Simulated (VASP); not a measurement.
Crystal: GaN.

```xyz
2
Lattice="0.0000 2.2535 2.2535 2.2535 0.0000 2.2535 2.2535 2.2535 0.0000" Properties=species:S:1:pos:R:3 pbc="T T T"
Ga    0.0000    0.0000    0.0000
N     3.3803    3.3803    3.3803
```

The cell is a database's computed one.

```yaml
Program: VASP 6.6.1
Task: relaxation of cell and atoms
Functional: PBE
Potentials_or_basis: VASP PAW PBE potentials, release 64 (Ga, N)
Cutoff: 520 eV
k_mesh: 12 × 12 × 12
Occupations: gaussian, width 0.02 eV
Spin: no spin polarisation
```

At the start: pressure 11.0 GPa; volume 11.44 Å³/atom.

Task: Where does the relaxation end?

Result: Over 18 steps the energy falls by 20.4 meV/atom and the volume is 12.07 Å³/atom (+5.4 %); space group F-43m (No. 216, to 0.05 Å).

The path:
```csv
step,energy change (eV),largest force (eV/Å),pressure (GPa),volume (Å³)
1,0.0000,0.0000,11.03,22.89
2,0.0050,0.0000,-9.48,25.60
3,-0.0408,0.0000,-0.10,24.15
4,-0.0408,0.0000,0.08,24.12
5,-0.0408,0.0000,0.11,24.12
6,-0.0408,0.0000,0.10,24.12
7,-0.0408,0.0000,0.10,24.12
8,-0.0408,0.0000,0.10,24.12
9,-0.0408,0.0000,0.10,24.12
10,-0.0408,0.0000,0.10,24.12
11,-0.0408,0.0000,0.10,24.12
12,-0.0408,0.0000,0.10,24.12
13,-0.0408,0.0000,0.10,24.12
14,-0.0408,0.0000,0.10,24.12
15,-0.0408,0.0000,0.09,24.12
16,-0.0408,0.0000,0.08,24.12
17,-0.0408,0.0000,0.06,24.13
18,-0.0408,0.0000,0.01,24.13
```

Final structure:
```cif
data_structure
_symmetry_space_group_name_H-M 'P 1'
_symmetry_Int_Tables_number 1
_cell_length_a 3.2437
_cell_length_b 3.2437
_cell_length_c 3.2437
_cell_angle_alpha 60.000
_cell_angle_beta 60.000
_cell_angle_gamma 60.000
_cell_volume 24.13
loop_
_atom_site_label
_atom_site_type_symbol
_atom_site_fract_x
_atom_site_fract_y
_atom_site_fract_z
_atom_site_occupancy
Ga1 Ga 0.00000 0.00000 0.00000 1
N1 N 0.75000 0.75000 0.75000 1
```
